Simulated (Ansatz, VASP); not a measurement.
# BiMo: VASP beside Ansatz

```
Mo Bi
1.0
     0.00000    3.11508    3.11508
     3.11508    0.00000    3.11508
     3.11508    3.11508    0.00000
Mo Bi
1 1
Direct
  0.00000 0.00000 0.00000
  0.25000 0.25000 0.25000
```

Change from the starting cell: volume scaled by 0.96.

Alike in both runs: task single point; functional PBE; k mesh 11 × 11 × 11; occupations fermi-dirac, width 0.08 eV; no spin polarisation.

|  | VASP | Ansatz |
| --- | --- | --- |
| version | VASP 6.6.1 | Ansatz 0.2.0 |
| potentials or method | VASP PAW PBE potentials, release 64 (Mo_sv, Bi_d), cutoff 520 eV | all-electron LAPW, scalar-relativistic |

VASP gave:

```
pressure (GPa) : 3.0
```

Which values does Ansatz return?

Pressure (GPa): 2.9.

Ansatz ran all-electron here, so the differences hold the error of VASP's frozen core and of both bases.
